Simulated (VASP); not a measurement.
TiRuN2:

```
CELL_PARAMETERS angstrom
1.62543 0.93844 5.31196
-1.62543 0.93844 5.31196
0.00000 -1.87688 5.31196
ATOMIC_POSITIONS crystal
Ti 0.00000 0.00000 0.00000
Ru 0.50000 0.50000 0.50000
N 0.25436 0.25436 0.25436
N 0.74564 0.74564 0.74564
```

The cell was built by a generator and needn't be a form met in nature.

```yaml
Program: VASP 6.6.1
Task: relaxation of cell and atoms
Functional: PBE
Potentials_or_basis: VASP PAW PBE potentials, release 64 (Ti_sv, Ru_pv, N)
Cutoff: 520 eV
k_mesh: 6 × 6 × 6
Occupations: gaussian, width 0.15 eV
Spin: no spin polarisation
```

At the start: pressure -38.4 GPa; volume 12.15 Å³/atom.

Where does the relaxation end?

Over 13 steps the energy falls by 437.8 meV/atom and the volume is 9.64 Å³/atom (-20.7 %); space group R-3m (No. 166, to 0.05 Å).

The path:
```csv
step,energy change (eV),largest force (eV/Å),pressure (GPa),volume (Å³)
1,0.0000,0.0468,-38.43,48.62
2,0.8200,0.6715,115.23,30.82
3,-1.4676,0.3403,-1.31,39.31
4,-1.4716,0.3618,0.02,39.04
5,-1.4721,0.3773,1.96,38.77
6,-1.6327,0.4210,2.08,38.58
7,-1.7347,0.4143,2.79,38.13
8,-1.7381,0.4232,2.49,38.21
9,-1.7380,0.4208,2.63,38.20
10,-1.7406,0.0162,-4.88,39.19
11,-1.7478,0.2077,-1.82,38.72
12,-1.7495,0.1552,0.83,38.44
13,-1.7513,0.0016,-0.19,38.56
```

Final structure:
```
Ti Ru N
1.0
     1.58524    0.91524    4.42954
    -1.58524    0.91524    4.42954
     0.00000   -1.83047    4.42954
Ti Ru N
1 1 2
Direct
  0.00000 0.00000 0.00000
  0.50000 0.50000 0.50000
  0.24979 0.24979 0.24979
  0.75021 0.75021 0.75021
```

Caveat: the k mesh is coarse (spacing up to 0.38 Å⁻¹), so the values aren't converged; the volume moved by over 15 % at a fixed basis, so the end points are rough.
